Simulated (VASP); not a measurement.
Data:

```xyz
2
Lattice="0.0000 3.3300 3.3300 3.3300 0.0000 3.3300 3.3300 3.3300 0.0000" Properties=species:S:1:pos:R:3 pbc="T T T"
Sr     0.0000     0.0000     0.0000
Te     3.3300     3.3300     3.3300
```

These are PBE GGA, VASP's PBE PAW potentials (set 64) (plane waves; VASP) values and carry that method's errors. Numerical set-up: 400 eV cut-off, 6×6×6 Γ-centred mesh, Gaussian smearing of 0.050 eV, potentials Sr_sv Te.

Unless said otherwise, spin-orbit coupling is left out, though it shifts the bands of the heavy elements here.

What does the run give for the energy per atom (σ→0), band gap (on the k-mesh) with the smallest direct gap where there is one?

The band gap (on the k-mesh) is 1.69 eV. The smallest direct gap (on the k-mesh) is 2.44 eV and the energy per atom (σ→0) comes out as -4.130 eV/atom.

The absolute energy has meaning only against runs of the same code, potentials and settings.

The compound is SrTe in the rock salt structure. The cell was not relaxed at this level.
